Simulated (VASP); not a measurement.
Here is the system:

```yaml
crystal:
  lattice:
    - [3.16446, 0.00000, 0.00000]
    - [0.00000, 3.16446, 0.00000]
    - [0.00000, 0.00000, 3.16446]
  atoms:
    - { symbol: Al, position: [0.00000, 0.00000, 0.00000] }
    - { symbol: Ru, position: [0.50000, 0.50000, 0.50000] }
```

Level of theory: PBE GGA, VASP's PBE PAW potentials (set 64) (plane waves; VASP 6.6.1). Numerical set-up: 300 eV cut-off, 10×10×10 Γ-centred mesh, Fermi-Dirac smearing of 0.10 eV, potentials Al Ru_pv.

At this cut-off the stress carries a Pulay error, which pulls relaxed volumes low.

Problem. Give the stress tensor in GPa (positive for a compressed cell).

Solution. 
```
-22.65    0.00    0.00
  0.00  -22.65    0.00
  0.00    0.00  -22.65
```
The pressure is its mean diagonal, -22.65 GPa.

The structure was generated: AlRu was put into an ordered model structure, which need not be its known phase. The cell was not relaxed at this level. The electron count is odd and the run is not spin-polarised, which forces a metal.
